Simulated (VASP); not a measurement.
# GaGe (I-4m2) in VASP: a series of runs

The runs below take GaGe through single point, with LDA.

All numbers are computed with VASP 6.6.1; they aren't measurements. Logs are shortened: lines on timing, memory, paths and dates and some standing lists are left out, and cuts for length are marked.

## Step 1: The cell of the first run

The structure is tetragonal, space group I-4m2 (No. 119). Conventional cell: a = 4.098 Å, b = 4.098 Å, c = 6.556 Å, α = 90.00°, β = 90.00°, γ = 90.00°. Ga (site symmetry -4m2) has 4 Ge at 2.62 Å as nearest neighbours. Around Ge (site symmetry -4m2) lie 4 Ga at 2.62 Å.

The cell comes from a database or a generator and needn't be the stable form of this composition.

## Step 2: Single point, LDA (strain +0.1312 x Voigt [1, 0, 0, 0, 0, 0], atoms carried along)

INCAR

```
ALGO = Fast
EDIFF = 1E-6
ENCUT = 520
GGA = CA
ISIF = 2
ISMEAR = 0
LASPH = True
LCHARG = True
LELF = True
LREAL = False
LVHAR = True
LWAVE = False
NBANDS = 20
NELM = 80
PREC = Accurate
SIGMA = 0.15
```

KPOINTS

```
k-points
0
Gamma
  14 14 14
```

POSCAR

```
GaGe
1.0
    0.0000000000      2.8978440000      2.8978440000
    3.2780411328      0.0000000000      2.8978440000
    3.2780411328      2.8978440000      0.0000000000
Ga Ge
1 1
Direct
    0.7500000000      0.7500000000      0.7500000000
    0.0000000000      0.0000000000      0.0000000000
```

Potentials or basis: VASP PAW LDA potentials, release 64 (Ga_d, Ge_d).

Run with:

```sh
$ cat potpaw_LDA.64/Ga_d/POTCAR potpaw_LDA.64/Ge_d/POTCAR > POTCAR
$ mpirun -np 1 vasp_std > vasp.out
```

OUTCAR:

```text
EDIFF = 1E-6
   ENCUT = 520
   GGA = CA
   ISIF = 2
   ISMEAR = 0
   LASPH = True
   LREAL = False
   NELM = 80
   PREC = Accurate

 ion  position               nearest neighbor table
   1  0.750  0.750  0.750-   2 2.62   2 2.62   2 2.62   2 2.62
   2  0.000  0.000  0.000-   1 2.62   1 2.62   1 2.62   1 2.62

  LATTYP: Found a body centered tetragonal cell.
 ALAT       =     4.0981702864
 C/A-ratio  =     1.5997583818

  Lattice vectors:

 A1 = (   3.2780411328,   0.0000000000,   2.8978440000)
 A2 = (   3.2780411328,   0.0000000000,  -2.8978440000)
 A3 = (  -3.2780411328,   2.8978440000,   0.0000000000)

Analysis of symmetry for initial positions (statically):
=====================================================================
 Subroutine PRICEL returns:
 Original cell was already a primitive cell.

 Routine SETGRP: Setting up the symmetry group for a
 body centered tetragonal supercell.

 Subroutine GETGRP returns: Found  8 space group operations
 (whereof  8 operations were pure point group operations)
 out of a pool of 16 trial point group operations.

The static configuration has the point symmetry D_2d.

Analysis of symmetry for dynamics (positions and initial velocities):
=====================================================================
 Subroutine PRICEL returns:
 Original cell was already a primitive cell.

 Routine SETGRP: Setting up the symmetry group for a
 body centered tetragonal supercell.

 Subroutine GETGRP returns: Found  8 space group operations
 (whereof  8 operations were pure point group operations)
 out of a pool of 16 trial point group operations.

The dynamic configuration has the point symmetry D_2d.

 Subroutine INISYM returns: Found  8 space group operations
 (whereof  8 operations are pure point group operations),
 and found     1 'primitive' translations

----------------------------------------------------------------------------------------

                                     Primitive cell

  volume of cell :      55.0547

  direct lattice vectors                    reciprocal lattice vectors
     0.000000000  2.897844000  2.897844000    -0.152530118  0.172542069  0.172542069
     3.278041133  0.000000000  2.897844000     0.152530118 -0.172542069  0.172542069
     3.278041133  2.897844000  0.000000000     0.152530118  0.172542069 -0.172542069

  length of vectors
     4.098170286  4.375277536  4.375277536     0.287761999  0.287761999  0.287761999

  position of ions in fractional coordinates (direct lattice)
     0.750000000  0.750000000  0.750000000
     0.000000000  0.000000000  0.000000000

  ion indices of the primitive-cell ions
   primitive index   ion index
                 1           1
                 2           2

----------------------------------------------------------------------------------------

 KPOINTS: k-points

Automatic generation of k-mesh.
 Grid dimensions read from file:
 generate k-points for:   14   14   14

 Generating k-lattice:

  Cartesian coordinates                     Fractional coordinates (reciprocal lattice)
    -0.010895008  0.012324434  0.012324434     0.071428571 -0.000000000 -0.000000000
     0.010895008 -0.012324434  0.012324434     0.000000000  0.071428571  0.000000000
     0.010895008  0.012324434 -0.012324434     0.000000000  0.000000000  0.071428571

  Length of vectors
     0.020554429  0.020554429  0.020554429

  Shift w.r.t. Gamma in fractional coordinates (k-lattice)
     0.000000000  0.000000000  0.000000000

 Subroutine IBZKPT returns following result:
 ===========================================

 Found    244 irreducible k-points:

 Following reciprocal coordinates:
            Coordinates               Weight
  0.000000  0.000000  0.000000      1.000000
  0.071429  0.000000  0.000000      8.000000
  0.142857  0.000000  0.000000      8.000000
  0.214286 -0.000000 -0.000000      8.000000
  0.285714  0.000000  0.000000      8.000000
  0.357143  0.000000  0.000000      8.000000
[... 16 lines left out ...]
  0.214286  0.142857  0.000000     16.000000
  0.285714  0.142857  0.000000     16.000000
 [... further k-points ...]
   k-points           NKPTS =    244   k-points in BZ     NKDIM =    244   number of bands    NBANDS=     20
   number of dos      NEDOS =    301   number of ions     NIONS =      2
   total plane-waves  NPLWV =  38880
   dimension x,y,z NGX =    30 NGY =   36 NGZ =   36
   dimension x,y,z NGXF=    60 NGYF=   72 NGZF=   72
   ions per type =               1   1
   NGX,Y,Z   is equivalent  to a cutoff of  12.17, 13.68, 13.68 a.u.
   NGXF,Y,Z  is equivalent  to a cutoff of  24.34, 27.36, 27.36 a.u.
 SYSTEM =  unknown system
   PREC   = accura    normal or accurate (medium, high low for compatibility)
   ISTART =      0    job   : 0-new  1-cont  2-samecut
   ICHARG =      2    charge: 1-file 2-atom 10-const
   ISPIN  =      1    spin polarized calculation?
   LNONCOLLINEAR =      F non collinear calculations
   LSORBIT =      F    spin-orbit coupling
   LASPH  =      T    aspherical Exc in radial PAW
   ENCUT  =  520.0 eV  38.22 Ry    6.18 a.u.   7.62  8.14  8.14*2*pi/ulx,y,z
   NELM   =     80;   NELMIN=  2; NELMDL= -5     # of ELM steps
   EDIFF  = 0.1E-05   stopping-criterion for ELM
   LREAL  =      F    real-space projection
   EDIFFG = 0.1E-04   stopping-criterion for IOM
   NSW    =      0    number of steps for IOM
   IBRION =     -1    ionic relax: 0-MD 1-quasi-New 2-CG
   NFREE  =      0    steps in history (QN), initial steepest desc. (CG)
   ISIF   =      2    stress and relaxation
   ISYM   =      2    0-nonsym 1-usesym 2-fastsym
   POTIM  = 0.5000    time-step for ionic-motion
   TEBEG  =    0.0;   TEEND  =   0.0 temperature during run
   PSTRESS=    0.0 pullay stress
   NELECT =      27.0000    total number of electrons
   NUPDOWN=      -1.0000    fix difference up-down
   EMIN   =  10.00;   EMAX   =-10.00  energy-range for DOS
   EFERMI =   0.00;   METHOD = LEGACY
   ISMEAR =     0;   SIGMA  =   0.15  broadening in eV -4-tet -1-fermi 0-gaus
   EFERMI_NEDOS =   21; number of points for ismear=-14 and -15
   IALGO  =     68    algorithm
   IMIX   =      4    mixing-type and parameters
     AMIX     =   0.40;   BMIX     =  1.00
     AMIX_MAG =   1.60;   BMIX_MAG =  1.00
  volume/ion in A,a.u.               =      27.53       185.76
  Fermi-wavevector in a.u.,A,eV,Ry     =   1.291015  2.439665 22.677098  1.666720
  Thomas-Fermi vector in A             =   2.422811
   LORBIT       =      0    0 simple, 1 ext, 2 COOP (PROOUT), +10 PAW based schemes
   GGA     = CA    functional components
   LHFCALC =     F    Hartree Fock is set to
   AEXX    =    0.0000 exact exchange contribution
   IVDW    =     0    specifies the selected vdW correction
   LEPSILON=     F    determine dielectric tensor
   LRPA    =     F    only Hartree local field effects (RPA)
 non-spin polarized calculation
 RMM-DIIS sequential band-by-band and
 Gauss-broadening in eV      SIGMA  =   0.15
  energy-cutoff  :      520.00
  volume of cell :       55.05
 maximum number of plane-waves:      1504
   NGX = 15   NGY = 17   NGZ = 17

 number of electron      27.0000000 magnetization

 Free energy of the ion-electron system (eV)
  ---------------------------------------------------
  ext. energy  EPLUGINS =         0.00000000
  ---------------------------------------------------
  free energy    TOTEN  =        -8.13312126 eV

  energy without entropy =       -8.11834762  energy(sigma->0) =       -8.12573444

 E-fermi :   1.9694     XC(G=0):  -9.3526

 val. band max:        1.9622814924   @ k =   0.2143   0.1429   0.0714
 cond. band min:       1.9702507836   @ k =  -0.3571   0.2857   0.2143
 fundamental gap:      0.0079692912
 Fermi energy:         1.9694025718

 k-point     1 :       0.0000    0.0000    0.0000
  band No.  band energies     occupation
      1     -22.1515      2.00000
      2     -22.1394      2.00000
      3     -22.1258      2.00000
      4     -22.1258      2.00000
      5     -22.1041      2.00000
      6     -12.4545      2.00000
[... 12 lines left out ...]
     19       9.0391      0.00000
     20      10.9246      0.00000

 k-point     2 :       0.0714    0.0000    0.0000
  band No.  band energies     occupation
      1     -22.1513      2.00000
      2     -22.1394      2.00000
      3     -22.1258      2.00000
      4     -22.1257      2.00000
      5     -22.1041      2.00000
      6     -12.4541      2.00000
[... 12 lines left out ...]
     19       9.3702      0.00000
     20      10.6406      0.00000

 k-point     3 :       0.1429    0.0000    0.0000
  band No.  band energies     occupation
      1     -22.1510      2.00000
      2     -22.1395      2.00000
      3     -22.1258      2.00000
      4     -22.1256      2.00000
      5     -22.1039      2.00000
      6     -12.4530      2.00000
[... 12 lines left out ...]
     19      10.0167      0.00000
     20      10.5578      0.00000

 k-point     4 :       0.2143   -0.0000   -0.0000
  band No.  band energies     occupation
      1     -22.1505      2.00000
      2     -22.1396      2.00000
      3     -22.1259      2.00000
      4     -22.1253      2.00000
      5     -22.1037      2.00000
      6     -12.4521      2.00000
[... 12 lines left out ...]
     19      10.2690      0.00000
     20      11.1241      0.00000

 k-point     5 :       0.2857    0.0000    0.0000
  band No.  band energies     occupation
      1     -22.1500      2.00000
      2     -22.1397      2.00000
      3     -22.1259      2.00000
      4     -22.1251      2.00000
      5     -22.1034      2.00000
      6     -12.4523      2.00000
[... 12 lines left out ...]
     19      10.3955      0.00000
     20      11.5276      0.00000
[... 353 lines left out ...]
      6     -12.4543      2.00000
[... 12 lines left out ...]
     19       9.8253      0.00000
     20      10.2198      0.00000

 k-point    22 :       0.1429    0.1429    0.0000
  band No.  band energies     occupation
      1     -22.1504      2.00000
      2     -22.1397      2.00000
      3     -22.1262      2.00000
      4     -22.1254      2.00000
      5     -22.1037      2.00000
      6     -12.4486      2.00000
[... 12 lines left out ...]
     19      10.4437      0.00000
     20      10.7472      0.00000

 k-point    23 :       0.2143    0.1429    0.0000
  band No.  band energies     occupation
      1     -22.1498      2.00000
      2     -22.1398      2.00000
      3     -22.1264      2.00000
      4     -22.1252      2.00000
      5     -22.1034      2.00000
      6     -12.4464      2.00000
[... 12 lines left out ...]
     19      10.1771      0.00000
     20      11.2634      0.00000

 k-point    24 :       0.2857    0.1429    0.0000
  band No.  band energies     occupation
      1     -22.1493      2.00000
      2     -22.1399      2.00000
      3     -22.1264      2.00000
      4     -22.1250      2.00000
      5     -22.1032      2.00000
      6     -12.4482      2.00000
[... 12 lines left out ...]
     19      10.3972      0.00000
     20      11.6904      0.00000

 [... further k-points ...]
[... 5 lines left out ...]
  --------------------------------------------------------------------------------------
  -------------------------------------------------------------------------------------
  Total       -2.8536828     -2.6446041     -2.6446041      0.0000000      0.0000000      0.0000000
  in kB      -83.0466050    -76.9620906    -76.9620906      0.0000000      0.0000000      0.0000000
  external PRESSURE =     -78.9902620 kB  Pullay stress =       0.0000000 kB

 VOLUME and BASIS-vectors are now :
 -----------------------------------------------------------------------------
  energy-cutoff  :      520.00
  volume of cell :       55.05
      direct lattice vectors                 reciprocal lattice vectors
     0.000000000  2.897844000  2.897844000    -0.152530118  0.172542069  0.172542069
     3.278041133  0.000000000  2.897844000     0.152530118 -0.172542069  0.172542069
     3.278041133  2.897844000  0.000000000     0.152530118  0.172542069 -0.172542069

 POSITION                                       TOTAL-FORCE (eV/Angst)
 -----------------------------------------------------------------------------------
      4.91706      4.34677      4.34677        -0.000000     -0.000000     -0.000000
      0.00000      0.00000      0.00000         0.000000      0.000000      0.000000
 -----------------------------------------------------------------------------------
    total drift:                                0.000020     -0.000009     -0.000009

  FREE ENERGIE OF THE ION-ELECTRON SYSTEM (eV)
  ---------------------------------------------------
  free  energy   TOTEN  =        -8.1331212588 eV

  energy  without entropy=       -8.1183476198  energy(sigma->0) =       -8.12573444
```

It took 4.5 min on 1 thread of Intel Xeon Platinum 8488C (Sapphire Rapids), shared host; peak memory 0.37 GiB.

What came out:

```
Free energy            : -8.1331 eV
Pressure               : -7.9 GPa
Band gap on the k mesh : none (metal or under the smearing width)
```

## Step 3: Single point, LDA (strain +0.0750 x Voigt [1, 0, 0, 0, 0, 0], atoms carried along)

INCAR

```
SYSTEM = GaGe
PREC = Accurate
ENCUT = 520
EDIFF = 1E-7
ISMEAR = 0
SIGMA = 0.15
LREAL = .FALSE.
LASPH = .TRUE.
NELM = 80
ALGO = Fast
ISIF = 2
LWAVE = .FALSE.
LCHARG = .TRUE.
LELF = .TRUE.
LVHAR = .TRUE.
NBANDS = 20
```

KPOINTS

```
Automatic mesh
0
G
  14 14 14
  0 0 0
```

POSCAR

```
GaGe
1.0
    0.0000000000      2.8978440000      2.8978440000
    3.1151823000      0.0000000000      2.8978440000
    3.1151823000      2.8978440000      0.0000000000
Ga Ge
1 1
Direct
    0.7500000000      0.7500000000      0.7500000000
    0.0000000000      0.0000000000      0.0000000000
```

Potentials or basis: VASP PAW LDA potentials, release 64 (Ga_d, Ge_d).

Run with:

```sh
$ cat potpaw_LDA.64/Ga_d/POTCAR potpaw_LDA.64/Ge_d/POTCAR > POTCAR
$ mpirun -np 1 vasp_std > vasp.out
```

Run time: 3.7 min. Hardware: 1 thread of Intel Xeon Platinum 8488C (Sapphire Rapids), shared host; peak memory 0.35 GiB.

Results (log left out):

* Free energy: -8.2615 eV
* Pressure: -6.7 GPa
* Band gap on the k mesh: none (metal or under the smearing width)

Stress tensor (GPa, compression positive):
```
-6.81  0.00  0.00
 0.00 -6.59  0.00
 0.00  0.00 -6.59
```

Levels at points of the mesh, in eV from the Fermi level:
| k point | band 12 | band 13 | band 14 | band 15 | band 16 | band 17 |
| --- | --- | --- | --- | --- | --- | --- |
| (0.00, 0.00, 0.00) | 1.21 | 1.26 | 1.73 | 1.73 | 4.16 | 4.16 |
| (0.50, 0.00, 0.00) | -5.15 | 0.09 | 0.68 | 1.60 | 5.09 | 5.42 |
| (0.50, 0.50, 0.00) | -5.52 | -1.27 | -1.22 | 2.14 | 2.16 | 9.93 |
| (0.00, 0.50, 0.50) | -5.88 | -0.80 | -0.80 | 2.60 | 2.73 | 10.20 |

## Step 4: Single point, LDA (strain -0.0375 x Voigt [1, 0, 0, 0, 0, 0], atoms carried along)

INCAR

```
ALGO = Fast ; EDIFF = 1E-7
ENCUT = 520 ; ISIF = 2
ISMEAR = 0 ; LASPH = T
LCHARG = F ; LREAL = F
LWAVE = F ; NBANDS = 20
NELM = 60 ; PREC = Accurate
SIGMA = 0.15
```

KPOINTS

```
k-points
0
Gamma
  14 14 14
```

POSCAR

```
GaGe
1.0
    0.0000000000      2.8978440000      2.8978440000
    2.7891748500      0.0000000000      2.8978440000
    2.7891748500      2.8978440000      0.0000000000
Ga Ge
1 1
Direct
    0.7500000000      0.7500000000      0.7500000000
    0.0000000000      0.0000000000      0.0000000000
```

Run with:

```sh
$ cat potpaw_LDA.64/Ga_d/POTCAR potpaw_LDA.64/Ge_d/POTCAR > POTCAR
$ mpirun -np 1 vasp_std > vasp.out
```

It took 3.2 min on 1 thread of Intel Xeon Platinum 8488C (Sapphire Rapids), shared host; peak memory 0.32 GiB.

Results (log left out):

```
Free energy            : -8.4243 eV
Pressure               : -2.5 GPa
Band gap on the k mesh : none (metal or under the smearing width)
```

Levels at points of the mesh, in eV from the Fermi level:
```tsv
k point	band 12	band 13	band 14	band 15	band 16	band 17
(0.00, 0.00, 0.00)	1.72	1.72	1.95	2.31	4.38	4.52
(0.50, 0.00, 0.00)	-5.48	0.28	0.60	2.16	5.33	5.63
(0.50, 0.50, 0.00)	-5.97	-1.19	-1.16	2.43	2.58	11.16
(0.00, 0.50, 0.50)	-5.75	-1.44	-1.44	2.16	2.24	11.33
```

## Step 5: Summary

```csv
cell,further INCAR settings,gap on the mesh (eV),pressure (GPa)
"strain +0.1312 x Voigt [1, 0, 0, 0, 0, 0], atoms carried along",ALGO = Fast; EDIFF = 1e-06; NBANDS = 20,none,-7.9
"strain +0.0750 x Voigt [1, 0, 0, 0, 0, 0], atoms carried along",ALGO = Fast; EDIFF = 1e-07; NBANDS = 20,none,-6.7
"strain -0.0375 x Voigt [1, 0, 0, 0, 0, 0], atoms carried along",ALGO = Fast; EDIFF = 1e-07; NBANDS = 20,none,-2.5
```

Alike in all rows: task single point; level LDA; potentials or basis VASP PAW LDA potentials, release 64 (Ga_d, Ge_d); no spin polarisation; k mesh 14 × 14 × 14; cutoff (eV) 520; smearing gaussian 0.15 eV.

Total energies depend on the potentials used, so only differences within one code and one set of settings carry meaning.
